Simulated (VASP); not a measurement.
VASP ran on this input.

INCAR:
```
AEXX=0.25
ALGO=Normal
EDIFF=1E-6
ENCUT=300
GGA=PE
HFSCREEN=0.2
ISIF=2
ISMEAR=0
ISYM=3
LASPH=.True.
LCHARG=.False.
LHFCALC=.True.
LREAL=.False.
LWAVE=.False.
NELM=100
PREC=Accurate
PRECFOCK=Fast
SIGMA=0.01
SYSTEM=NaCl
```

### KPOINTS
```
K-points
0
gamma
6 6 6
0 0 0
```

File POSCAR:
```
NaCl
1
    0.0000000000     2.8566520000     2.8566520000
    2.8566520000     0.0000000000     2.8566520000
    2.8566520000     2.8566520000     0.0000000000
Na Cl
1 1
Direct
  0.0000000000   0.0000000000   0.0000000000
  0.5000000000   0.5000000000   0.5000000000
```

POTCAR, in this order: Na_pv Cl (PBE.64 set). Program: vasp_std.

**Question.** Translate this HSE06 calculation to Ansatz.

**Answer.** One equivalent input (not run):
Ansatz 0.2 input:
```yaml
crystal:
  lattice:
    - [0.0000000, 2.8566520, 2.8566520]
    - [2.8566520, 0.0000000, 2.8566520]
    - [2.8566520, 2.8566520, 0.0000000]
  atoms:
    - { symbol: Na, position: [0.0000000, 0.0000000, 0.0000000] }
    - { symbol: Cl, position: [0.5000000, 0.5000000, 0.5000000] }
kpoints:
  mp_grid: { grid: [6, 6, 6] }
hamiltonian:
  xc: hse06
  pseudopotentials: { kind: paw }
scf:
  occupations: { method: gaussian, width: 0.01 }
  max_iter: 100
output: { forces: true, stress: true, eigenvalues: true }
```
The two are equivalent in intent, not identical: each code has its own PAW files, so the cut-off isn't converted (ENCUT is set for VASP's; basis.ecutwfc is left out, and Ansatz then takes the one that its files recommend); Ansatz stops its SCF on the density residual and VASP on the energy change (EDIFF); Ansatz's hse06 screens at 0.11 per bohr (0.208 per Å), slightly more than HFSCREEN = 0.2.

The structure comes from a computed database's NaCl entry; how it stands against other phases isn't given here. The cell was not relaxed at this level. The run is one of a series of settings (AEXX = 0.25, GGA = PE, HFSCREEN = 0.2, ISYM = 3, LHFCALC = .TRUE., PRECFOCK = Fast, KPOINTS 6×6×6 Γ-centred mesh, POTCAR Na_pv Cl (PBE.64 set) against the base run), some of them coarse on purpose.
